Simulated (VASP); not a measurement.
Wanted: the native input for a VASP 6.6.1 run.

```
Task                   : relaxation of cell and atoms
Functional             : LDA
Potentials or basis    : VASP PAW LDA potentials, release 64 (Y_sv, Zr_sv)
Cutoff                 : 600 eV
k mesh                 : 8 × 8 × 4
Occupations            : fermi-dirac, width 0.1 eV
Spin                   : no spin polarisation
Dipole correction      : no
Further INCAR settings : ALGO = Fast; EDIFF = 1e-06; IBRION = 2; EDIFFG = -0.03; NSW = 60; ISIF = 3
```

The structure of YZr lies in POSCAR:

```
YZr
1.0
    3.4235830000      0.0000000000      0.0000000000
   -1.7117915000      2.9649098500      0.0000000000
    0.0000000000      0.0000000000      5.4025870000
Y Zr
1 1
Direct
    0.6666670000      0.3333330000      0.5000000000
    0.3333330000      0.6666670000      0.0000000000
```

The cell comes from a database or a generator and needn't be the stable form of this composition.

One way to write it, as run:

INCAR

```
SYSTEM = YZr
PREC = Accurate
ENCUT = 600
EDIFF = 1E-6
ISMEAR = -1
SIGMA = 0.1
LREAL = .FALSE.
LASPH = .TRUE.
NELM = 100
ALGO = Fast
ISIF = 3
LWAVE = .FALSE.
LCHARG = .FALSE.
GGA = CA
IBRION = 2
NSW = 60
EDIFFG = -0.03
```

KPOINTS

```
Automatic mesh
0
G
  8 8 4
  0 0 0
```

Potentials or basis: VASP PAW LDA potentials, release 64 (Y_sv, Zr_sv).

The run is started by

```console
$ cat potpaw_LDA.64/Y_sv/POTCAR potpaw_LDA.64/Zr_sv/POTCAR > POTCAR
$ mpirun -np 1 vasp_std > vasp.out
```

Results of the run:

| Property | Result |
| --- | --- |
| Relaxed volume | 25.03 Å³/atom |
| Relaxed cell | a = 3.301 Å, b = 3.301 Å, c = 5.303 Å, α = 90.00°, β = 90.00°, γ = 120.00° |
| Space group after relaxing (to 0.05 Å) | P-6m2 (No. 187) |
| Energy gained by relaxing | 42.1 meV/atom |
| Ionic steps | 5 |
| Pressure after relaxing | 0.0 GPa |
| Band gap on the k mesh | none (metal or under the smearing width) |

Wall time 3.5 min on 1 thread of Intel(R) Xeon(R) Platinum 8488C (Sapphire Rapids) (shared host), peak memory 0.21 GiB.
